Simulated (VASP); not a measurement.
Consider the following.

```xyz
3
Lattice="1.5761 -2.7299 0.0000 1.5761 2.7299 0.0000 0.0000 0.0000 3.5059" Properties=species:S:1:pos:R:3 pbc="T T T"
Zr     0.0000     0.0000     0.0000
B      1.5761     0.9100     1.7529
B      1.5761    -0.9100     1.7529
```

Computed with AM05 GGA, VASP's PBE PAW potentials (set 64) (plane waves; VASP). Run with 520 eV cut-off, 12×12×10 Γ-centred mesh, tetrahedra with Blöchl corrections, potentials Zr_sv B.

The cores are frozen, which limits the accuracy of field gradients.

Task: Give the principal components of the electric field gradient (V/Å²) and the asymmetry η at each nucleus.

Result: 
```json
[
 {"atom": "Zr1", "Vxx": "-22.8", "Vyy": "-22.8", "Vzz": "45.6", "η": "0.00"},
 {"atom": "B2", "Vxx": "-0.9", "Vyy": "-0.9", "Vzz": "1.8", "η": "0.00"},
 {"atom": "B3", "Vxx": "-0.9", "Vyy": "-0.9", "Vzz": "1.8", "η": "0.00"}
]
```

The compound is ZrB2 in the AlB2 type structure. It was relaxed first.
